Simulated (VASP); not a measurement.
OSZICAR of a VASP run on LaCoC2 (space group Cc):

### OSZICAR
```
       N       E                     dE             d eps       ncg     rms          rms(c)
DAV:   1     0.546967697457E+03    0.54697E+03   -0.21302E+04  1592   0.255E+03
DAV:   2     0.845590627209E+02   -0.46241E+03   -0.45301E+03  1952   0.440E+02
DAV:   3    -0.496507089526E+02   -0.13421E+03   -0.13212E+03  2664   0.229E+02
DAV:   4    -0.770316786163E+02   -0.27381E+02   -0.26363E+02  2996   0.980E+01
DAV:   5    -0.799768244599E+02   -0.29451E+01   -0.28768E+01  3152   0.367E+01    0.364E+01
DAV:   6    -0.117701171909E+03   -0.37724E+02   -0.70846E+02  2078   0.269E+02    0.125E+02
DAV:   7    -0.943702098405E+02    0.23331E+02   -0.19227E+02  2564   0.172E+02    0.389E+01
DAV:   8    -0.651044559948E+02    0.29266E+02   -0.54062E+01  1834   0.129E+02    0.101E+01
DAV:   9    -0.679074689891E+02   -0.28030E+01   -0.49688E+01  2992   0.434E+01    0.833E+00
DAV:  10    -0.678231223109E+02    0.84347E-01   -0.10275E+01  3040   0.345E+01    0.597E+00
DAV:  11    -0.673489961073E+02    0.47413E+00   -0.19089E+00  2280   0.162E+01    0.983E-01
DAV:  12    -0.674073183263E+02   -0.58322E-01   -0.52109E-01  2944   0.627E+00    0.141E+00
DAV:  13    -0.674007849239E+02    0.65334E-02   -0.71139E-02  3088   0.256E+00    0.762E-01
DAV:  14    -0.674013020062E+02   -0.51708E-03   -0.67075E-03  3080   0.639E-01    0.576E-01
DAV:  15    -0.674013480064E+02   -0.46000E-04   -0.42399E-04  3096   0.148E-01    0.392E-01
DAV:  16    -0.674013572779E+02   -0.92715E-05   -0.82086E-05  3168   0.774E-02    0.300E-01
DAV:  17    -0.674013570181E+02    0.25978E-06   -0.19140E-05  3104   0.341E-02    0.191E-01
DAV:  18    -0.674013546737E+02    0.23444E-05   -0.15131E-05  2536   0.393E-02    0.123E-01
DAV:  19    -0.674013541941E+02    0.47956E-06   -0.14678E-06  1384   0.139E-02
   1 F= -.67401354E+02 E0= -.67401183E+02  d E =-.674014E+02
```

Q: Which electronic solver shows in the log?

A: It is blocked Davidson (ALGO = Normal, or the opening steps of other solvers). The INCAR had ALGO = Normal.

Q: How was spin treated?

A: Without spin polarisation: there is no mag entry.

Q: Can the final energy be trusted as converged?

A: The run converged. It stopped with EDIFF = 1E-6, NELM = 100, NSW = 60 and EDIFFG = -0.02 after 1 ionic step (PBEsol GGA, plane waves, VASP's PBE PAW potentials (set 64)).

The structure comes from a computed database's LaCoC2 entry (Cc); how it stands against other phases isn't given here. It was relaxed first. The start is the result of an earlier pass. The run is not spin-polarised, so no magnetic state was tried.
